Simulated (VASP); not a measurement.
Input:

```
CELL_PARAMETERS angstrom
      2.54235     0.00000     0.00000
     -1.27117     2.20174     0.00000
      0.00000     0.00000     4.20533
ATOMIC_POSITIONS crystal
  B  0.66667 0.33333 0.00034
  B  0.33333 0.66667 0.50034
  N  0.66667 0.33333 0.37466
  N  0.33333 0.66667 0.87466
```

Computed with PBEsol GGA, VASP's PBE PAW potentials (set 64) (plane waves; VASP). Numerical set-up: 520 eV cut-off, 11×11×6 Γ-centred mesh, tetrahedra with Blöchl corrections, potentials B N.

Q: Estimate the energy per atom (σ→0).

A: 
```json
{
  "energy per atom (σ→0)": "-9.156 eV/atom"
}
```

The structure comes from a measured BN entry (P6_3mc) of the Crystallography Open Database, whose conditions weren't checked. It was relaxed first.
